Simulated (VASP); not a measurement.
Input of a VASP 6.6.1 run:

Contents of INCAR:

```
ALGO     = Fast           # electronic algorithm
EDIFF    = 1E-6           # SCF threshold, eV
EDIFFG   = -0.005         # ionic threshold
ENCUT    = 300            # plane-wave cutoff, eV
IBRION   = 2              # ionic algorithm
ISIF     = 3              # what is computed and relaxed
ISMEAR   = 0              # smearing method
KPAR     = 2            
LASPH    = True           # aspherical terms in the spheres
LCHARG   = False          # write CHGCAR
LREAL    = False          # projectors in reciprocal space
LWAVE    = False          # write WAVECAR
NELM     = 80             # most SCF steps
NSW      = 40             # ionic steps
PREC     = Accurate       # precision mode
SIGMA    = 0.02           # smearing width, eV
```

File KPOINTS:

```
k-points
0
Gamma
  4 4 3
```

POSCAR

```
Al3InSb4
1.0
    0.0000000000     -3.1485435300     -3.1485435300
    3.1485435300      6.2970870600     -3.1485435300
    6.2970870600     -3.1485435300      3.1485435300
In Al Sb
1 3 4
Direct
    0.7500000000      0.5000000000      0.2500000000
    0.5000000000      0.0000000000      0.5000000000
    0.2500000000      0.5000000000      0.7500000000
    0.0000000000      0.0000000000      0.0000000000
    0.8125000000      0.6250000000      0.9375000000
    0.5625000000      0.1250000000      0.1875000000
    0.3125000000      0.6250000000      0.4375000000
    0.0625000000      0.1250000000      0.6875000000
```

Potentials or basis: VASP PAW LDA potentials, release 64 (In_d, Al, Sb).

Launch:

```bash
$ cat potpaw_LDA.64/In_d/POTCAR potpaw_LDA.64/Al/POTCAR potpaw_LDA.64/Sb/POTCAR > POTCAR
$ mpirun -np 2 vasp_std > vasp.out
```

Task: Estimate the band gap on the k mesh.

Result: 0.91 eV, indirect (least direct gap 1.00 eV).

Task: Estimate the relaxed cell.

Result: a = 4.411 Å, b = 7.584 Å, c = 7.558 Å, α = 99.87°, β = 90.00°, γ = 106.91°.

Task: Predict the relaxed volume.

Result: 29.75 Å³/atom.

Forces in eV/Å, atoms in the order of the input:
```
In   0.004 -0.001  0.001
Al   0.000 -0.001  0.001
Al   0.001  0.002 -0.002
Al  -0.002  0.001 -0.001
Sb   0.000 -0.001  0.001
Sb  -0.002  0.000  0.000
Sb   0.001  0.001 -0.001
Sb  -0.001 -0.001  0.001
```

Caveat: spin-orbit coupling is left out, which moves the levels of the heavy elements; an odd mesh through Γ misses points on the zone boundary, where band edges often lie.
